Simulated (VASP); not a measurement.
# TiB2: transverse stress against strain

TiB2 (AlB2 type, P6/mmm, 8.561 Å³/atom and stress up to 0.29 GPa in the relaxed cell, c along z) under a strain ε along c (axis z), the other axes held. PBE in VASP (plane waves, PAW), 600 eV, 18×18×14 Γ-centred mesh, Methfessel-Paxton smearing 0.10 eV; ions are relaxed, or left where forces stay under 0.02 eV/Å, within the symmetry of each cell. Stress is positive for a compressed cell.

Here s stands for strain and y for stress xx.

| strain (%) | stress xx (GPa) |
|---|---|
| -3.00 | ? |
| -1.50 | 1.87 |
| -1.00 | 1.30 |
| -0.50 | 0.75 |
| 0.00 | 0.24 |
| 0.50 | -0.26 |
| 1.00 | -0.73 |
| 1.50 | -1.18 |

**Question.** Using a straight line, estimate the missing y at s = -3.00 from the other rows, showing the fit.

**Answer.** Means: s 0, y 0.284. About the means, the sum of products is -7.1100 and the sum of squares of s is 7.0000; the slope is their ratio. Least squares gives y = 0.284 - 1.0157·s. Residuals (row less fit): 0.062, 0.000, -0.042, -0.044, -0.036, 0.002, 0.060; standard error 0.050 (degrees of freedom: 5). The slope gives the elastic constant C13 = about 100 GPa. At the withheld row, y = 0.284 - 1.0157 × (-3.0) = 3.331 GPa. The calculation gives 3.74 GPa, 0.409 GPa above the prediction (8.3 % of the range of y in the table). The row lies outside the fitted rows, so this is an extrapolation. From the scatter of the fitted rows alone, a prediction at this place has a standard error of 0.078 GPa, so the miss is 5.2 times that.

A polynomial of degree 2 through the 12 other runs of the series gives 3.72 there, so most of the miss is curvature that the fit leaves out. In a metal these values are sensitive to mesh and smearing; energies are taken to zero smearing, stresses follow the free energy. The runs aren't spin-polarised. Rows are the converged runs of the series near zero and its far end, less any whose ions stayed unrelaxed beside relaxed ones; series whose fitted rows scatter by over a few per cent of the range, as at a crossing or softening among them, aren't shown in this form. Most that stay on the fit to the last digits aren't either.
